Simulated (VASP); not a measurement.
Data:

```xyz
3
Lattice="2.2904 -3.9671 0.0000 2.2904 3.9671 0.0000 0.0000 0.0000 5.0650" Properties=species:S:1:pos:R:3 pbc="T T T"
Se     0.5010     0.8678     3.3767
Se     3.5788     0.0000     0.0000
Se     0.5010    -0.8678     1.6883
```

Calculation: MS2 meta-GGA, VASP's PBE PAW potentials (set 64) (plane waves; VASP). Numerical set-up: 520 eV cut-off, 6×6×5 Γ-centred mesh, Gaussian smearing of 0.050 eV, potentials Se.

Task: The ions and cell shape at fixed volume are relaxed. Which structure does the run end with?

Result: 
```xyz
3
Lattice="2.3195 -4.0176 0.0000 2.3195 4.0176 0.0000 0.0000 0.0000 4.9385" Properties=species:S:1:pos:R:3 pbc="T T T"
Se     2.8104    -3.1673     3.2924
Se     3.6573     0.0000     0.0000
Se     2.8104     3.1673     1.6462
```
Space group P3_121 (152), at a tolerance of 0.03 Å.

Task: How much energy does the relaxation gain?

Result: The energy (σ→0) changes by -14.5 meV/atom, in 5 ionic steps.

The compound is Se in the trig structure. This cell is one point of a volume scan, at 1.06 of the reference volume. Symmetry was kept, so distortions that lower it aren't found.
